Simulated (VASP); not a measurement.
OSZICAR of a VASP run on Te:

File OSZICAR:
```
       N       E                     dE             d eps       ncg     rms           ort
SDA:   1    -0.486275046369E+00   -0.48628E+00    0.00000E+00     8   0.261E-02   0.000E+00
CGA:   2    -0.486432938662E+00   -0.15789E-03   -0.15790E-03     8   0.303E-05  -0.346E-05
CGA:   3    -0.486433726514E+00   -0.78785E-06   -0.78845E-06     8   0.659E-06  -0.899E-09
   1 F= -.48643373E+00 E0= -.48257720E+00  d E =-.771306E-02  mag=     2.0000
```

**Question.** Which electronic solver shows in the log?

**Answer.** It is steepest descent (the opening step of the all-band solvers) and then all-band conjugate gradients (ALGO = All or Conjugate). The INCAR had ALGO = All.

**Question.** How was spin treated?

**Answer.** Collinear spin (ISPIN = 2): the summary line carries one mag value, 2.00 μB in the cell.

**Question.** Can the final energy be trusted as converged?

**Answer.** The run converged. It stopped with EDIFF = 1E-6, NELM = 200 (LDA (Ceperley-Alder, Perdew-Zunger), plane waves, VASP's LDA PAW potentials (set 64)). The atom may not be in its lowest state.

The cell is a free atom in a box. The total moment is imposed (NUPDOWN), so this need not be the lowest spin state.
